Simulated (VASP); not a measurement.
VASP runs on Sb (space group R-3m) share one base input (PBE GGA, plane waves, VASP's PBE PAW potentials (set 64)) and change the settings named in each case.

File KPOINTS:
```
kpoints
0
Gamma
 8 8 8
```

### INCAR
```
SYSTEM = Sb
PREC = Accurate
ENCUT = 300
EDIFF = 1E-6
NELM = 100
ALGO = Normal
LREAL = .FALSE.
LASPH = .TRUE.
ISMEAR = -1
SIGMA = 0.1
GGA = PE
LMAXMIX = 4
LWAVE = .FALSE.
LCHARG = .FALSE.
ISIF = 2
```

### POSCAR
```
Sb
1
    3.8920450000    -2.1194420000     0.0000000000
    3.8920450000     2.1194420000     0.0000000000
    2.7378870000     0.0000000000     3.4848280000
Sb
2
Direct
  0.2335000000   0.2335000000   0.2335000000
  0.7665000000   0.7665000000   0.7665000000
```

POTCAR, in this order: Sb (PBE.64 set). Program: vasp_std.

| change | E(σ→0) (eV/atom) | pressure (GPa) | largest force (eV/Å) | −TS (eV) |
|---|---|---|---|---|
| base run | -4.0877 | 6.24 | 0.515 | -0.0112 |
| GGA removed, POTCAR Sb (LDA.64 set) | -4.8067 | 2.21 | 0.378 | -0.0111 |
| GGA_COMPAT = .FALSE., LNONCOLLINEAR = .TRUE., LSORBIT = .TRUE., MAGMOM = 0.0 0.0 0.0 0.0 0.0 0.0, program vasp_ncl | -4.1534 | 6.35 | 0.513 | -0.0105 |
| KPOINTS 2×2×2 Γ-centred mesh | -3.0492 | 12.92 | 1.314 | -0.1189 |
 Energies of different potentials or functionals have different zeros. Unless said otherwise, spin-orbit coupling is left out, though it shifts the bands of the heavy elements here.

Left out are runs that ran out of time, are held back, or changed the cell or the kind of run, fixed moments of cells without a moment, rows past the twelfth, gaps on odd meshes, pressures of charged cells and columns that move by less than the noise.

The structure is a typed Sb crystal (R-3m). The cell was not relaxed at this level, forces remain on its atoms, its lattice was scaled by up to 2.5 %.
